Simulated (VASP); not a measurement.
# NaMgCu2O3 (Pm) in VASP: reference runs

How does NaMgCu2O3 come out in PBE? The cell is run as given and disturbed.

Program: VASP 6.6.1. These are calculated values, not measurements. Logs are shortened: lines on timing, memory, paths and dates and some standing lists are left out, and cuts for length are marked.

**1. The structure**

Symmetry: Pm, No. 6, monoclinic system. Conventional cell: a = 5.335 Å, b = 2.998 Å, c = 5.760 Å, α = 90.00°, β = 114.26°, γ = 90.00°. Cu (site symmetry m) is surrounded by 2 O at 1.84 to 1.91 Å. Cu (site symmetry m) has 3 O at 1.82 to 2.02 Å as nearest neighbours. Around Mg (site symmetry m) lie 6 O at 2.09 to 2.33 Å. Around Na (site symmetry m) lie 4 O at 2.37 to 2.42 Å and 1 Mg at 2.65 Å. Around O (site symmetry m) lie 2 Cu at 1.84 to 2.02 Å. O (site symmetry m) is surrounded by 2 Cu at 1.91 to 1.94 Å and 2 Mg at 2.14 Å. O (site symmetry m) has 1 Cu at 1.82 Å as nearest neighbours.

The cell comes from a database or a generator and needn't be the stable form of this composition.

**2. Single point, PBE**

INCAR reads:

```
SYSTEM = NaMgCu2O3
PREC = Accurate ; ENCUT = 520
EDIFF = 1E-7 ; ISMEAR = -1
SIGMA = 0.05 ; LREAL = .False.
LASPH = .True. ; NELM = 100
ALGO = Normal ; ISIF = 2
LWAVE = .False. ; LCHARG = .False.
GGA = PE ; NBANDS = 34
```

KPOINTS reads:

```
regular mesh
0
Gamma
  6 9 5
  0 0 0
```

POSCAR reads:

```
NaMgCu2O3
1.0
    5.3350994985      0.0000000000      0.0000000000
    0.0000000000      2.9983024700      0.0000000000
   -2.3669655579      0.0000000000      5.2517378773
Cu Mg Na O
2 1 1 3
Direct
    0.4062510200      0.0000000000      0.8018615200
    0.6674834800      0.0000000000      0.3035236700
    0.1046227900      0.5000000000      0.2673564900
    0.9185571900      0.5000000000      0.7644849200
    0.7766030600      0.0000000000      0.0060977800
    0.0610523300      0.0000000000      0.5127087400
    0.2945971500      0.0000000000      0.1445629000
```

Potentials or basis: VASP PAW PBE potentials, release 64 (Cu, Mg, Na_pv, O).

Started as:

```sh
$ cat potpaw_PBE.64/Cu/POTCAR potpaw_PBE.64/Mg/POTCAR potpaw_PBE.64/Na_pv/POTCAR potpaw_PBE.64/O/POTCAR > POTCAR
$ mpirun -np 1 vasp_std > vasp.out
```

OUTCAR:

```text
SYSTEM = NaMgCu2O3
   PREC = Accurate
   ENCUT = 520
   EDIFF = 1E-7
   ISMEAR = -1
   LREAL = .False.
   LASPH = .True.
   NELM = 100
   ISIF = 2
   GGA = PE

 ion  position               nearest neighbor table
   1  0.406  0.000  0.802-   5 1.84   6 1.91   7 2.28   2 2.64   3 3.20   3 3.20
   2  0.667  0.000  0.304-   7 1.82   6 1.94   5 2.02   1 2.64   3 2.85   3 2.85
   3  0.105  0.500  0.267-   7 2.09   7 2.09   6 2.14   6 2.14   5 2.33   5 2.33   4 2.65   2 2.85
                             2 2.85   1 3.20   1 3.20
   4  0.919  0.500  0.764-   5 2.37   5 2.37   3 2.65
   5  0.777  0.000  0.006-   1 1.84   2 2.02   3 2.33   3 2.33   4 2.37   4 2.37
   6  0.061  0.000  0.513-   1 1.91   2 1.94   3 2.14   3 2.14
   7  0.295  0.000  0.145-   2 1.82   3 2.09   3 2.09   1 2.28

  LATTYP: Found a simple monoclinic cell.
 ALAT       =     5.3350994985
 B/A-ratio  =     0.5619956049
 C/A-ratio  =     1.0797348294
 COS(beta)  =    -0.4108963698

  Lattice vectors:

 A1 = (   5.3350994985,   0.0000000000,   0.0000000000)
 A2 = (   0.0000000000,   2.9983024700,   0.0000000000)
 A3 = (  -2.3669655579,   0.0000000000,   5.2517378773)

Analysis of symmetry for initial positions (statically):
=====================================================================
 Subroutine PRICEL returns:
 Original cell was already a primitive cell.

 Routine SETGRP: Setting up the symmetry group for a
 simple monoclinic supercell.

 Subroutine GETGRP returns: Found  2 space group operations
 (whereof  2 operations were pure point group operations)
 out of a pool of  4 trial point group operations.

The static configuration has the point symmetry C_1h.

Analysis of symmetry for dynamics (positions and initial velocities):
=====================================================================
 Subroutine PRICEL returns:
 Original cell was already a primitive cell.

 Routine SETGRP: Setting up the symmetry group for a
 simple monoclinic supercell.

 Subroutine GETGRP returns: Found  2 space group operations
 (whereof  2 operations were pure point group operations)
 out of a pool of  4 trial point group operations.

The dynamic configuration has the point symmetry C_1h.

 Subroutine INISYM returns: Found  2 space group operations
 (whereof  2 operations are pure point group operations),
 and found     1 'primitive' translations

----------------------------------------------------------------------------------------

                                     Primitive cell

  volume of cell :      84.0081

  direct lattice vectors                    reciprocal lattice vectors
     5.335099498  0.000000000  0.000000000     0.187437929  0.000000000  0.084478535
     0.000000000  2.998302470  0.000000000     0.000000000  0.333522055  0.000000000
    -2.366965558  0.000000000  5.251737877     0.000000000  0.000000000  0.190413159

  length of vectors
     5.335099498  2.998302470  5.760492747     0.205595720  0.333522055  0.190413159

  position of ions in fractional coordinates (direct lattice)
     0.406251020  0.000000000  0.801861520
     0.667483480  0.000000000  0.303523670
     0.104622790  0.500000000  0.267356490
     0.918557190  0.500000000  0.764484920
     0.776603060  0.000000000  0.006097780
     0.061052330  0.000000000  0.512708740
     0.294597150  0.000000000  0.144562900

  ion indices of the primitive-cell ions
   primitive index   ion index
                 1           1
                 2           2
                 3           3
                 4           4
                 5           5
                 6           6
                 7           7

----------------------------------------------------------------------------------------

 KPOINTS: regular mesh

Automatic generation of k-mesh.
 Grid dimensions read from file:
 generate k-points for:    6    9    5

 Generating k-lattice:

  Cartesian coordinates                     Fractional coordinates (reciprocal lattice)
     0.031239655  0.000000000  0.014079756     0.166666667  0.000000000  0.000000000
     0.000000000  0.037058006  0.000000000     0.000000000  0.111111111  0.000000000
     0.000000000  0.000000000  0.038082632     0.000000000  0.000000000  0.200000000

  Length of vectors
     0.034265953  0.037058006  0.038082632

  Shift w.r.t. Gamma in fractional coordinates (k-lattice)
     0.000000000  0.000000000  0.000000000

 Subroutine IBZKPT returns following result:
 ===========================================

 Found     80 irreducible k-points:

 Following reciprocal coordinates:
            Coordinates               Weight
  0.000000  0.000000  0.000000      1.000000
  0.166667  0.000000  0.000000      2.000000
  0.333333  0.000000  0.000000      2.000000
  0.500000  0.000000  0.000000      1.000000
  0.000000  0.111111  0.000000      2.000000
  0.166667  0.111111  0.000000      4.000000
[... 16 lines left out ...]
  0.333333  0.000000  0.200000      2.000000
  0.500000  0.000000  0.200000      2.000000
 [... further k-points ...]
   k-points           NKPTS =     80   k-points in BZ     NKDIM =     80   number of bands    NBANDS=     34
   number of dos      NEDOS =    301   number of ions     NIONS =      7
   total plane-waves  NPLWV =  46080
   dimension x,y,z NGX =    40 NGY =   24 NGZ =   48
   dimension x,y,z NGXF=    80 NGYF=   48 NGZF=   96
   ions per type =               2   1   1   3
   NGX,Y,Z   is equivalent  to a cutoff of  12.46, 13.31, 13.85 a.u.
   NGXF,Y,Z  is equivalent  to a cutoff of  24.93, 26.61, 27.71 a.u.
 SYSTEM =  NaMgCu2O3
   PREC   = accura    normal or accurate (medium, high low for compatibility)
   ISTART =      0    job   : 0-new  1-cont  2-samecut
   ICHARG =      2    charge: 1-file 2-atom 10-const
   ISPIN  =      1    spin polarized calculation?
   LNONCOLLINEAR =      F non collinear calculations
   LSORBIT =      F    spin-orbit coupling
   LASPH  =      T    aspherical Exc in radial PAW
   ENCUT  =  520.0 eV  38.22 Ry    6.18 a.u.   9.92  5.57 10.71*2*pi/ulx,y,z
   NELM   =    100;   NELMIN=  2; NELMDL= -5     # of ELM steps
   EDIFF  = 0.1E-06   stopping-criterion for ELM
   LREAL  =      F    real-space projection
   EDIFFG = 0.1E-05   stopping-criterion for IOM
   NSW    =      0    number of steps for IOM
   IBRION =     -1    ionic relax: 0-MD 1-quasi-New 2-CG
   NFREE  =      0    steps in history (QN), initial steepest desc. (CG)
   ISIF   =      2    stress and relaxation
   ISYM   =      2    0-nonsym 1-usesym 2-fastsym
   POTIM  = 0.5000    time-step for ionic-motion
   TEBEG  =    0.0;   TEEND  =   0.0 temperature during run
   PSTRESS=    0.0 pullay stress
   NELECT =      49.0000    total number of electrons
   NUPDOWN=      -1.0000    fix difference up-down
   EMIN   =  10.00;   EMAX   =-10.00  energy-range for DOS
   EFERMI =   0.00;   METHOD = LEGACY
   ISMEAR =    -1;   SIGMA  =   0.05  broadening in eV -4-tet -1-fermi 0-gaus
   EFERMI_NEDOS =   21; number of points for ismear=-14 and -15
   IALGO  =     38    algorithm
   IMIX   =      4    mixing-type and parameters
     AMIX     =   0.40;   BMIX     =  1.00
     AMIX_MAG =   1.60;   BMIX_MAG =  1.00
  volume/ion in A,a.u.               =      12.00        80.99
  Fermi-wavevector in a.u.,A,eV,Ry     =   1.367833  2.584830 25.456066  1.870968
  Thomas-Fermi vector in A             =   2.493851
   LORBIT       =      0    0 simple, 1 ext, 2 COOP (PROOUT), +10 PAW based schemes
   GGA     = PE    functional components
   LHFCALC =     F    Hartree Fock is set to
   AEXX    =    0.0000 exact exchange contribution
   IVDW    =     0    specifies the selected vdW correction
   LEPSILON=     F    determine dielectric tensor
   LRPA    =     F    only Hartree local field effects (RPA)
 non-spin polarized calculation
  energy-cutoff  :      520.00
  volume of cell :       84.01
 maximum number of plane-waves:      2280
   NGX = 19   NGY = 11   NGZ = 21

 number of electron      49.0000008 magnetization

 Free energy of the ion-electron system (eV)
  ---------------------------------------------------
  ext. energy  EPLUGINS =         0.00000000
  ---------------------------------------------------
  free energy    TOTEN  =       -33.10585351 eV

  energy without entropy =      -33.07677852  energy(sigma->0) =      -33.09131602

 E-fermi :   3.4836     XC(G=0): -10.4551

 val. band max:        3.4798054531   @ k =   0.5000   0.2222   0.4000
 cond. band min:       3.4859189288   @ k =  -0.3333   0.2222   0.2000
 fundamental gap:      0.0061134757
 Fermi energy:         3.4836330114

 k-point     1 :       0.0000    0.0000    0.0000
  band No.  band energies     occupation
      1     -19.4544      2.00000
      2     -19.3643      2.00000
      3     -19.2868      2.00000
      4     -14.9165      2.00000
      5     -14.0497      2.00000
      6     -13.7409      2.00000
[... 26 lines left out ...]
     33      15.3534      0.00000
     34      16.6570      0.00000

 k-point     2 :       0.1667    0.0000    0.0000
  band No.  band energies     occupation
      1     -19.4545      2.00000
      2     -19.3649      2.00000
      3     -19.2868      2.00000
      4     -14.8622      2.00000
      5     -14.0760      2.00000
      6     -13.7840      2.00000
[... 26 lines left out ...]
     33      15.1017      0.00000
     34      15.7996      0.00000

 k-point     3 :       0.3333    0.0000    0.0000
  band No.  band energies     occupation
      1     -19.4548      2.00000
      2     -19.3661      2.00000
      3     -19.2868      2.00000
      4     -14.7339      2.00000
      5     -14.1159      2.00000
      6     -13.9034      2.00000
[... 26 lines left out ...]
     33      14.6177      0.00000
     34      15.6767      0.00000
[... 704 lines left out ...]
 k-point    23 :       0.3333    0.0000    0.2000
  band No.  band energies     occupation
      1     -19.4554      2.00000
      2     -19.3667      2.00000
      3     -19.2868      2.00000
      4     -14.6564      2.00000
      5     -14.1931      2.00000
      6     -13.9123      2.00000
[... 26 lines left out ...]
     33      14.9533      0.00000
     34      15.6815      0.00000

 k-point    24 :       0.5000    0.0000    0.2000
  band No.  band energies     occupation
      1     -19.4551      2.00000
      2     -19.3674      2.00000
      3     -19.2868      2.00000
      4     -14.6569      2.00000
      5     -14.1328      2.00000
      6     -13.9731      2.00000
[... 26 lines left out ...]
     33      15.0626      0.00000
     34      15.7526      0.00000

 [... further k-points ...]

------------------------ aborting loop because EDIFF is reached ----------------------------------------

  FORCE on cell =-STRESS in cart. coord.  units (eV):
  Direction    XX          YY          ZZ          XY          YZ          ZX
  --------------------------------------------------------------------------------------
  -------------------------------------------------------------------------------------
  Total        0.4460101      0.1633443      0.5063922      0.0000000      0.0000000      0.0488646
  in kB        8.5061744      3.1152552      9.6577644      0.0000000      0.0000000      0.9319323
  external PRESSURE =       7.0930647 kB  Pullay stress =       0.0000000 kB

 VOLUME and BASIS-vectors are now :
 -----------------------------------------------------------------------------
  energy-cutoff  :      520.00
  volume of cell :       84.01
      direct lattice vectors                 reciprocal lattice vectors
     5.335099498  0.000000000  0.000000000     0.187437929  0.000000000  0.084478535
     0.000000000  2.998302470  0.000000000     0.000000000  0.333522055  0.000000000
    -2.366965558  0.000000000  5.251737877     0.000000000  0.000000000  0.190413159

 POSITION                                       TOTAL-FORCE (eV/Angst)
 -----------------------------------------------------------------------------------
      0.26941      0.00000      4.21117         0.002740      0.000000     -0.083252
      2.84266      0.00000      1.59403         0.069379      0.000000      0.002603
     -0.07465      1.49915      1.40409        -0.007389      0.000000     -0.025582
      3.09108      1.49915      4.01487         0.037936      0.000000      0.031285
      4.12882      0.00000      0.03202         0.062906      0.000000      0.127397
     -0.88784      0.00000      2.69261        -0.007799      0.000000      0.059322
      1.22953      0.00000      0.75921        -0.157774      0.000000     -0.111773
 -----------------------------------------------------------------------------------
    total drift:                                0.000240     -0.000000      0.000027

  FREE ENERGIE OF THE ION-ELECTRON SYSTEM (eV)
  ---------------------------------------------------
  free  energy   TOTEN  =       -33.1058535141 eV

  energy  without entropy=      -33.0767785240  energy(sigma->0) =      -33.09131602
```

Run time: 2 min. Hardware: 1 thread of Intel Xeon 6975P-C (Granite Rapids), shared host; peak memory 0.35 GiB.

What came out:

```
Free energy            : -33.1059 eV
Pressure               : 0.7 GPa
Largest force          : 0.193 eV/Å
Band gap on the k mesh : none (metal or under the smearing width)
```

Forces in eV/Å, atoms in the order of the input:
```
Cu   0.003  0.000 -0.083
Cu   0.069  0.000  0.003
Mg  -0.007  0.000 -0.026
Na   0.038  0.000  0.031
O    0.063  0.000  0.127
O   -0.008  0.000  0.059
O   -0.158  0.000 -0.112
```

Caveat: an odd number of electrons without spin polarisation forces a metal; a magnetic or distorted state may lie lower; the run has no spin polarisation, though such a crystal can be magnetic; semilocal functionals often make such compounds metallic where correlation or magnetic order opens a gap, which also shifts bond lengths.

(Part 1 of 2 ends here.)
